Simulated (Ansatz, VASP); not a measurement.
**InH: VASP beside Ansatz**

Wanted: the spread between two codes on one cell, functional and k mesh. The cell is generated by rule, not measured, and may not be a known phase. The cell is taken from a series of runs on this material, whose earlier steps may have relaxed, scaled, displaced or heated it; both programs get it as it stands.

Calculated with Ansatz 0.2.0; plane waves, with VASP 6.6.1 beside it; single point at PBEsol.

The structure was built from a prototype and need not be the compound's stable phase.

## 1. The structure

It takes space group P-4m2 (No. 115, tetragonal). Conventional cell: a = 3.595 Å, b = 3.595 Å, c = 5.084 Å, α = 90.00°, β = 90.00°, γ = 90.00°. In has 4 H at 2.59 Å nearest. In has 4 H at 1.92 Å nearest. H has 2 In at 1.92 Å nearest. Farther neighbours are not listed.

As a file:

```cif
data_structure
_symmetry_space_group_name_H-M 'P 1'
_symmetry_Int_Tables_number 1
_cell_length_a 3.5947
_cell_length_b 3.5947
_cell_length_c 5.0836
_cell_angle_alpha 90.000
_cell_angle_beta 90.000
_cell_angle_gamma 90.000
_cell_volume 65.69
loop_
_atom_site_label
_atom_site_type_symbol
_atom_site_fract_x
_atom_site_fract_y
_atom_site_fract_z
_atom_site_occupancy
In1 In 0.50000 0.50000 0.50000 1
In2 In 0.00000 0.00000 0.00000 1
H3 H 0.00000 0.50000 0.86803 1
H4 H 0.50000 0.00000 0.13197 1
```

## 2. Ansatz: single point, PBEsol, pair 1

Ansatz runs on its default PAW (the set named soft_2) files.

With cell and atoms fixed, the geometry can't cause a difference; cores, projectors, grids and the points listed under the comparison can.

input.yaml reads:

```yaml
crystal:
  lattice:
    - [0.0, -2.5418058941, -2.5418058941]
    - [0.0, 2.5418058941, -2.5418058941]
    - [5.0836117882, 0.0, 0.0]
  atoms:
    - { symbol: In, position: [0.5, 0.5, 0.5] }
    - { symbol: In, position: [0.0, 0.0, 0.0] }
    - { symbol: H, position: [0.0, 0.5, 0.8680263216] }
    - { symbol: H, position: [0.5, 0.0, 0.1319736784] }
kpoints:
  mp_grid: { grid: [10, 10, 8] }
hamiltonian:
  xc: pbesol
scf:
  occupations: { method: methfessel_paxton, width: 0.15 }
output:
  forces: true
  stress: true
  eigenvalues: true
```

Launch:

```sh
$ ansatz run input.yaml --threads 4 --pin off --max-ram 7168MiB --backend cpu --events-out ev --progress --plain --runs-dir out
```

Numbers of over 12 decimals in the logs are rounded to 6 here.

The program printed:

```text
Engine: ansatz 0.2.0, aarch64-unknown-linux-gnu
Pseudopotentials: kind: paw
Pseudopotential: In, paw, valence charge 13, recommended cutoff 420 eV (normal), In.paw.azcp
Pseudopotential: H, paw, valence charge 1, recommended cutoff 420 eV (normal), H.paw.azcp
Functional definition: PBEsol
  exchange = pbesol_x
  correlation = pbesol_c
Crystal: 4 atoms, lattice volume = 65.688 Å³
Basis set: ecut = 420 eV, 1281 PW (Γ), exchange–correlation on 50×50×72 points (8 copies of the dense FFT grid, shifted against one another)
Bands: 18, of which v1, the nominal top of the filled ones, is band 14 counted from 1 (13 counted from 0)
Symmetry: 8 space group operations
Space group: P-4m2 (ITA 115), of the structure as read, at distance tolerance 4.0e-5 Å
k-points: 105 of 800 (time reversal used)
Non-local potential: In, projectors of the file, l = 0: 2, l = 1: 2, l = 2: 2, l = 3: 2
Non-local potential: H, projectors of the file, l = 0: 2, l = 1: 1
PAW form: soft (Blöchl's): semilocal exchange-correlation on the pseudo side does not see the compensation charge
PAW frozen core: In, regenerated for the run's functional, and the local potential with it (the file was generated under x = pbe(κ = 0.804, μ = 0.219515), c = pbe(β = 0.066725))
PAW one-centre angular grid: In, 590 points (default); XC on 64 Gauss nodes
PAW one-centre angular grid: H, 110 points (default); XC on 64 Gauss nodes
Initial density: superposition of atomic densities (neutral atoms: chi_scale 0, normalization atom), corrected by the library's trained network
Initial wavefunctions: pseudopotential atomic-orbital guess
Functional: x = pbesol(κ = 0.804, μ = 0.123457), c = pbesol(β = 0.046)
SCF iter   1: F=—  HF=-11080.626322 eV  |F-HF|=—  |Δ(HF+E_count)|=         —  Δρ=6.08e-3  dr2=3.01e-2  ethr=1.77e-3  ⟨swp⟩=5.5  Hψ=9099  notcnv=0
preconditioner: auto → Kerker (q_TF=auto, 2.367 Å⁻¹)  [metal: Δε(μ)=0.018 eV  Ē_g=14.655 eV  σ=0.150 eV  W_gap=0.10  n_scr=14 (ndim 8)  ℏωp=24.2 eV  f_vac=0.001  D(μ)=0.92/eV (n_scr^D=2)]
SCF iter   2: F=—  HF=-11080.616868 eV  |F-HF|=—  |Δ(HF+E_count)|=   9.45e-3  S|Δr|=    0.00e0  Δρ=3.24e-3  dr2=1.09e-2  ethr=1.07e-4  ⟨swp⟩=1.0  Hψ=2731  notcnv=0
SCF iter   3: F=—  HF=-11080.613702 eV  |F-HF|=—  |Δ(HF+E_count)|=   3.17e-3  S|Δr|=    0.00e0  Δρ=9.10e-4  dr2=6.91e-4  ethr=3.88e-5  ⟨swp⟩=3.0  Hψ=3388  notcnv=0
SCF iter   4: F=—  HF=-11080.613665 eV  |F-HF|=—  |Δ(HF+E_count)|=   3.77e-5  S|Δr|=    0.00e0  Δρ=8.01e-4  dr2=2.76e-4  ethr=2.47e-6  ⟨swp⟩=2.0  Hψ=3350  notcnv=0
SCF iter   5: F=—  HF=-11080.613535 eV  |F-HF|=—  |Δ(HF+E_count)|=   1.29e-4  S|Δr|=    0.00e0  Δρ=2.40e-4  dr2=3.23e-5  ethr=9.84e-7  ⟨swp⟩=2.8  Hψ=3308  notcnv=0
SCF iter   6: F=—  HF=-11080.613531 eV  |F-HF|=—  |Δ(HF+E_count)|=   4.28e-6  S|Δr|=    0.00e0  Δρ=8.45e-5  dr2=4.37e-6  ethr=1.15e-7  ⟨swp⟩=2.0  Hψ=3345  notcnv=0
SCF iter   7: F=—  HF=-11080.613529 eV  |F-HF|=—  |Δ(HF+E_count)|=   1.35e-6  S|Δr|=    0.00e0  Δρ=2.16e-5  dr2=4.78e-7  ethr=1.56e-8  ⟨swp⟩=2.0  Hψ=3094  notcnv=0
SCF iter   8: F=-11080.613529 eV  HF=-11080.613529 eV  |F-HF|=6.60e-9  |Δ(HF+E_count)|=   4.21e-8  S|Δr|=    0.00e0  Δρ=4.64e-6  dr2=2.63e-8  ethr=3.57e-10  ⟨swp⟩=5.1  Hψ=7750  notcnv=0
SCF 1 converged in 8 iterations: F = -11080.613529 eV  dr2 = 2.63e-8
  greatest PAW one-centre occupation: 0.983 electrons in one spin orbital (limit 2), on the In atom at site 0 (counted from 0), in its partial waves of l = 2
SCF converged after 8 iterations
Stability not checked: this state was not tested for a lower state beside it, because cold or Methfessel-Paxton smearing, or corrected tetrahedra, fill the levels in a way that the test cannot read (fill_not_monotonic; see scf.lower_state_search)
Free energy (F): -11080.613529 eV
Harris-Foulkes:  -11080.613529 eV  (|F-HF|=6.60e-9)
Internal energy: -11080.611877 eV  (E = F + TS)
E sigma→0 (E₀):  -11080.613116 eV
Entropy (-TS):   -0.001653 eV (-0.413 meV/atom)
Fermi energy:    8.181634 eV
--- Per-component energies (eV) ---
  E_band       = -103.322674
  E_kinetic    = 509.562435
  E_local      = -2392.940380  (includes V_loc(G=0)·N_el)
  E_nonlocal   = 737.943593
  E_hartree    = 931.750509
  E_xc         = -445.368732
  E_vxc        = -223.306934  (∫ρ·V_xc dr)
  E_paw        = -8163.609198  (= ΣΔE_a)
  E_vpaw       = -598.075787  (= ΣTr[D̂ρ^β])
  E_aug_tail   = -0.002126  (compensation charges beyond the density's cutoff)
  E_ewald      = -2258.419783
  E_core_change = 0.471805  (= ΣΔE_core)
  E_smearing   = -0.001653  (= −TS)
  E_closure    = -0.000000  (closes the sum)
  Σ components = -11080.613529   (vs F -11080.613529, Δ=0.00e0)
--- Forces (eV/Å), atoms counted from 1 ---
  atom   1  In     0.00000000     0.00000000     0.00000000
  atom   2  In     0.00000000    -0.00000000    -0.00000000
  atom   3  H     -0.13819976    -0.00000000    -0.00000000
  atom   4  H      0.13819976     0.00000000     0.00000000
  max |Σ_I F_I| component: 2.78e-17 eV/Å
--- Stress (GPa, compression-positive) ---
        1.695859       0.000000       0.000000
        0.000000       1.801436       0.000000
        0.000000       0.000000       1.801436
  P = ⅓ Tr σ = 1.7662 GPa (17.662 kbar)
--- Band table (eV; the first three rows and the last of 105) ---
  k-point 0: bands = [... 10 lower, -2.1796, 3.6926, 4.0968, 9.7581, 10.6586, 10.6586, 12.8794, 14.2723]
  k-point 1: bands = [... 10 lower, -2.1042, 2.6767, 5.1627, 9.8667, 10.7655, 10.7655, 12.8494, 14.2826]
  k-point 2: bands = [... 10 lower, -1.8908, 1.6288, 6.2921, 10.2474, 11.0796, 11.0796, 12.7513, 14.3832]
  k-point 104: bands = [... 10 lower, 2.8449, 2.8449, 4.8752, 5.4413, 7.7238, 7.7238, 8.6391, 8.9921]
```

The run ends at a pressure of 1.77 GPa, with forces up to 0.14 eV/Å.

## 3. VASP: single point, PBEsol, pair 1

The same cell, functional, mesh and smearing now go to VASP, with its own data sets.

Lines of VASP's logs that name or quote its potential files are left out, and so is its time.

INCAR reads:

```
SYSTEM = InH
PREC = Accurate
ENCUT = 500
EDIFF = 1E-06
NELM = 120
ISMEAR = 1
SIGMA = 0.15
LREAL = .FALSE.
ALGO = Normal
GGA = PS
NBANDS = 20
LORBIT = 11
LWAVE = .FALSE.
LCHARG = .FALSE.
ISIF = 2
LASPH = .TRUE.
GGA_COMPAT = .FALSE.
KPAR = 2
```

POSCAR reads:

```
InH
1.0
    0.0000000000     -2.5418058941     -2.5418058941
    0.0000000000      2.5418058941     -2.5418058941
    5.0836117882      0.0000000000      0.0000000000
In H
2 2
Direct
    0.5000000000      0.5000000000      0.5000000000
    0.0000000000      0.0000000000      0.0000000000
    0.0000000000      0.5000000000      0.8680263216
    0.5000000000      0.0000000000      0.1319736784
```

KPOINTS reads:

```
Automatic mesh
0
Gamma
10 10 8
0 0 0
```

PAW data sets: In_d and H (PBE family, release 64).

Launch:

```sh
$ mpirun -np 2 vasp_std
```

The program printed:

```text
[banner, memory and clock lines left out]
running    2 mpi-ranks, on    1 nodes
 distrk:  each k-point on    1 cores,    2 groups
 distr:  one band on    1 cores,    1 groups

 POSCAR found type information on POSCAR InH
 POSCAR found :  2 types and       4 ions
|                                                                             |
|               ----> ADVICE to this user running VASP <----                  |
|                                                                             |
|     You enforced a specific xc type in the INCAR file but a different       |
|     [... a line on the potential file left out ...]
|     I HOPE YOU KNOW WHAT YOU ARE DOING!                                     |
|                                                                             |

 LDA part: xc-table for (Slater+PW92), standard interpolation
 POSCAR, INCAR and KPOINTS ok, starting setup
 FFT: planning ... GRIDC
 FFT: planning ... GRID_SOFT
 FFT: planning ... GRID
 WAVECAR not read
 entering main loop
       N       E                     dE             d eps       ncg     rms          rms(c)
DAV:   1     0.216588092801E+03    0.21659E+03   -0.13270E+04  4204   0.173E+03
DAV:   2     0.490681812501E+01   -0.21168E+03   -0.20743E+03  4264   0.378E+02
DAV:   3    -0.110483507569E+02   -0.15955E+02   -0.15804E+02  4912   0.124E+02
DAV:   4    -0.115791254963E+02   -0.53077E+00   -0.53039E+00  4964   0.243E+01
DAV:   5    -0.116151819100E+02   -0.36056E-01   -0.36054E-01  6252   0.518E+00    0.547E+00
DAV:   6    -0.111455263823E+02    0.46966E+00   -0.56520E-01  5580   0.969E+00    0.264E+00
DAV:   7    -0.110610361864E+02    0.84490E-01   -0.51324E-01  5936   0.533E+00    0.537E-01
DAV:   8    -0.110617979571E+02   -0.76177E-03   -0.50696E-02  4812   0.242E+00    0.338E-01
DAV:   9    -0.110621010569E+02   -0.30310E-03   -0.24752E-03  5324   0.405E-01    0.259E-01
DAV:  10    -0.110621906176E+02   -0.89561E-04   -0.38184E-04  6016   0.182E-01    0.642E-02
DAV:  11    -0.110621971998E+02   -0.65823E-05   -0.71985E-05  5196   0.917E-02    0.105E-02
DAV:  12    -0.110621986787E+02   -0.14789E-05   -0.81982E-06  4224   0.271E-02    0.226E-03
DAV:  13    -0.110621987473E+02   -0.68545E-07   -0.45542E-07  2556   0.919E-03
   1 F= -.11062199E+02 E0= -.11061648E+02  d E =-.165175E-02
```

Parts of OUTCAR (step 3):

```text
ion  position               nearest neighbor table
   1  0.500  0.500  0.500-   2 3.59   2 3.59   2 3.59   2 3.59   2 3.59   2 3.59   2 3.59   2 3.59

  LATTYP: Found a simple tetragonal cell.
 ALAT       =     3.5946563684
 C/A-ratio  =     1.4142135624

 Subroutine GETGRP returns: Found  8 space group operations
 (whereof  8 operations were pure point group operations)

The static configuration has the point symmetry D_2d.

 Found    105 irreducible k-points:

   k-points           NKPTS =    105   k-points in BZ     NKDIM =    105   number of bands    NBANDS=     20

   dimension x,y,z NGX =    28 NGY =   28 NGZ =   40
   dimension x,y,z NGXF=    56 NGYF=   56 NGZF=   80

   ENCUT  =  500.0 eV  36.75 Ry    6.06 a.u.   6.55  6.55  9.27*2*pi/ulx,y,z

   NELECT =      28.0000    total number of electrons

 k-points in reciprocal lattice and weights: Automatic mesh
   0.00000000  0.00000000  0.00000000       0.001
   0.10000000  0.00000000  0.00000000       0.005
   0.20000000  0.00000000  0.00000000       0.005
   0.30000000  0.00000000  0.00000000       0.005
   0.40000000  0.00000000  0.00000000       0.005
   0.50000000  0.00000000  0.00000000       0.003
   0.10000000  0.10000000  0.00000000       0.005
   0.20000000  0.10000000  0.00000000       0.010
   0.30000000  0.10000000  0.00000000       0.010
[...]
0.50000000  0.40000000  0.50000000       0.005
   0.50000000  0.50000000  0.50000000       0.001

 average (electrostatic) potential at core
       1 -95.2975       2 -95.4519       3 -31.1952       4 -31.1952

 E-fermi :   5.9301

 k-point     1 :       0.0000    0.0000    0.0000
  band No.  band energies     occupation
    ...
      9      -8.6163      2.00000
     10      -8.5774      2.00000
     11      -4.4305      2.00000
     12       1.4424      2.00000
     13       1.8454      2.00000
     14       7.5090     -0.00000
     15       8.4065     -0.00000
     16       8.4065     -0.00000
     17      10.6290      0.00000
     18      12.0230      0.00000
    ...

 k-point     2 :       0.1000    0.0000    0.0000
  band No.  band energies     occupation
    ...
      9      -8.6197      2.00000
     10      -8.5832      2.00000
     11      -4.3165      2.00000
     12       1.4853      2.00000
     13       1.9153      2.00000
     14       6.3690     -0.00028
     15       8.5418     -0.00000
     16       8.8162     -0.00000
     17      10.7552      0.00000
     18      12.4881      0.00000
    ...

 k-point     3 :       0.2000    0.0000    0.0000
  band No.  band energies     occupation
    ...
     10      -8.5985      2.00000
     11      -3.9712      2.00000
     12       1.4234      2.00000
     13       2.1646      2.00000
     14       5.0327      2.00000
     15       8.8446     -0.00000
     16       8.9410      0.00000
     17       9.7619      0.00000
     18      11.2628      0.00000
     19      12.9506      0.00000
    ...

  Total        0.6528931      0.6996265      0.6996265      0.0000000      0.0000000      0.0000000
  in kB       15.9244892     17.0643489     17.0643489      0.0000000      0.0000000      0.0000000
  external PRESSURE =      16.6843957 kB  Pullay stress =       0.0000000 kB

  energy-cutoff  :      500.00
  volume of cell :       65.69
      direct lattice vectors                 reciprocal lattice vectors
     0.000000000 -2.541805894 -2.541805894     0.000000000 -0.196710536 -0.196710536
     0.000000000  2.541805894 -2.541805894     0.000000000  0.196710536 -0.196710536
     5.083611788  0.000000000  0.000000000     0.196710536  0.000000000  0.000000000

 POSITION                                       TOTAL-FORCE (eV/Angst)
 -----------------------------------------------------------------------------------
      2.54181      0.00000     -2.54181         0.000000      0.000000      0.000000
      0.00000      0.00000      0.00000         0.000000     -0.000000     -0.000000
      4.41271      1.27090     -1.27090        -0.138597     -0.000000     -0.000000
      0.67090     -1.27090     -1.27090         0.138597     -0.000000     -0.000000
 -----------------------------------------------------------------------------------
    total drift:                                0.000000      0.000000     -0.000000

  FREE ENERGIE OF THE ION-ELECTRON SYSTEM (eV)
  ---------------------------------------------------
  free  energy   TOTEN  =       -11.0621987473 eV

  energy  without entropy=      -11.0605470008  energy(sigma->0) =      -11.06164817

 total charge
# of ion       s       p       d       tot
------------------------------------------
    1        1.085   0.332   9.851  11.268
    2        0.924   0.676   9.888  11.488
    3        0.497   0.014   0.000   0.511
    4        0.497   0.014   0.000   0.511
--------------------------------------------------
tot          3.003   1.036  19.740  23.778

[... 3 further parts left out ...]
```

The run ends at a pressure of 1.67 GPa, with forces up to 0.14 eV/Å.

## 4. Side by side

Known differences besides the potentials themselves: the cutoff is 420 eV in Ansatz and 500 eV in VASP; Ansatz makes its cores anew for this functional, VASP keeps those of its PBE data sets. Total energies have different zeros and are not compared.

Compared:

```tsv
quantity	Ansatz	VASP	difference
pressure (GPa)	1.77	1.67	+0.10
```

Forces (eV/Å; atoms numbered as in POSCAR):

```tsv
atom	Ansatz x, y, z	VASP x, y, z
In1	0.000, 0.000, 0.000	0.000, 0.000, 0.000
In2	0.000, 0.000, 0.000	0.000, 0.000, 0.000
H3	-0.138, 0.000, 0.000	-0.139, 0.000, 0.000
H4	0.138, 0.000, 0.000	0.139, 0.000, 0.000
```

The forces differ by 0.2 meV/Å r.m.s., which is 0.3 % of the r.m.s. force of 0.057 eV/Å (both taken over all components).

## 5. VASP: single point, PBEsol, pair 2

A single point gives forces, pressure and levels at one fixed geometry, so differences don't come from the geometry; what else differs is listed under the comparison.

INCAR is that of step 3.

POSCAR reads:

```
InH
1.0
    0.0000000000      2.5418058941      2.5418058941
   -2.5418058941      2.5418058941      0.0000000000
   -2.5418058941     -2.5418058941      5.0836117882
In H
2 2
Direct
    0.0000359559      0.9999820221      0.9999460662
    0.9999640442      0.5000179780      0.5000539338
    0.7409143296      0.6295428353      0.8886285057
    0.7590856705      0.1204571648      0.3613714943
```

KPOINTS reads:

```
Automatic mesh
0
Gamma
12 12 12
0 0 0
```

Launch:

```sh
$ mpirun -np 2 vasp_std
```

The program printed:

```text
[banner, memory and clock lines left out]
running    2 mpi-ranks, on    1 nodes
[...]
[... a notice as in an earlier step ...]

 LDA part: xc-table for (Slater+PW92), standard interpolation
 POSCAR, INCAR and KPOINTS ok, starting setup
[...]
entering main loop
       N       E                     dE             d eps       ncg     rms          rms(c)
DAV:   1     0.216366219375E+03    0.21637E+03   -0.13320E+04  7568   0.172E+03
DAV:   2     0.527103100859E+01   -0.21110E+03   -0.20711E+03  7620   0.378E+02
DAV:   3    -0.106903712109E+02   -0.15961E+02   -0.15734E+02  8908   0.123E+02
DAV:   4    -0.112246880923E+02   -0.53432E+00   -0.53380E+00  8836   0.241E+01
[...]
DAV:  11    -0.108215960446E+02   -0.44735E-05   -0.23679E-05  8612   0.426E-02    0.175E-02
DAV:  12    -0.108215970534E+02   -0.10089E-05   -0.37152E-06  7856   0.213E-02    0.342E-03
DAV:  13    -0.108215966314E+02    0.42202E-06   -0.54944E-07  3948   0.832E-03
   1 F= -.10821597E+02 E0= -.10821488E+02  d E =-.326648E-03
```

OUTCAR, selected parts (step 5):

```text
  Total       -0.0097030     -0.0097030     -0.0097030      0.0837806     -0.0837806     -0.0837806
  in kB       -0.2366628     -0.2366628     -0.2366628      2.0434629     -2.0434629     -2.0434629
  external PRESSURE =      -0.2366628 kB  Pullay stress =       0.0000000 kB

 POSITION                                       TOTAL-FORCE (eV/Angst)
 -----------------------------------------------------------------------------------
     -5.08343      0.00018      5.08343         0.043401      0.043401     -0.043401
     -2.54199      2.54162      5.08379        -0.051999     -0.051999      0.051999
     -3.85890      1.22471      6.40070        -0.104637     -0.104637      0.104637
     -1.22471      1.31709      3.76652         0.113235      0.113235     -0.113235
 -----------------------------------------------------------------------------------
    total drift:                               -0.000022     -0.000022      0.000022

  FREE ENERGIE OF THE ION-ELECTRON SYSTEM (eV)
  ---------------------------------------------------
  free  energy   TOTEN  =       -10.8215966314 eV

  energy  without entropy=      -10.8212699835  energy(sigma->0) =      -10.82148775

[... 3 further parts left out ...]
[key lines of the parts left out:]
E-fermi :   5.8330
```

The run ends at a pressure of -0.02 GPa, with forces up to 0.20 eV/Å.

(Continued in part 2 of 2.)

[Lines on the potential files, build, host, timing and source positions are cut from VASP's logs without a mark.]

[Logs are printed without paths, hosts, clocks, repeated set-up lines and the standing remarks that a program may print on its own settings, such as how far it seeks lower states.]

[Hosts, paths, dates, database ids (printed as entryN), source tags and the programs' standing remarks are cut or masked in the printed files.]
